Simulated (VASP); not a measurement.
Runs of VASP 6.6.1 on AlB2H2. All rows change the cell; the cell of one of them follows. Symmetry: Cmmm, No. 65, orthorhombic system. Conventional cell: a = 3.195 Å, b = 4.834 Å, c = 4.874 Å, α = 90.00°, β = 90.00°, γ = 90.00°. Al (site symmetry mmm) is surrounded by 4 B at 2.28 Å. B (site symmetry mm2) has 1 B at 1.62 Å and 4 H at 1.66 Å as nearest neighbours. H (site symmetry 2/m) has 2 H at 1.60 Å and 4 B at 1.66 Å as nearest neighbours. The cell was built by a generator and needn't be a form met in nature.

```csv
task,cell,k mesh,cutoff (eV),mesh quality,gap on the mesh (eV),pressure (GPa),relaxed volume (Å³/atom),largest force (eV/Å)
single point,"random cell by space group and Wyckoff sites (Cmmm, No. 65)",14 × 14 × 8,520,not flagged,none,-0.1,-,0.02
relaxation of cell and atoms,"relaxed from: random cell by space group and Wyckoff sites (Cmmm, No. 65)",6 × 6 × 4,600,coarse,none,-0.1,7.47,0.04
single point,"random cell by space group and Wyckoff sites (Cmmm, No. 65)",6 × 6 × 4,520,coarse,none,-0.1,-,0.05
relaxation of cell and atoms,"relaxed from: random cell by space group and Wyckoff sites (Cmmm, No. 65)",14 × 14 × 8,600,not flagged,none,0.0,(a),-
```

Alike in all rows: level PBE; potentials or basis VASP PAW PBE potentials, release 64 (Al, B, H); no spin polarisation; smearing gaussian 0.1 eV.

Task: Estimate the missing entries.

Result: (a) 7.52.

Caveats: some runs use coarse meshes.

A gap of «none» marks a metal or a gap under the smearing width.
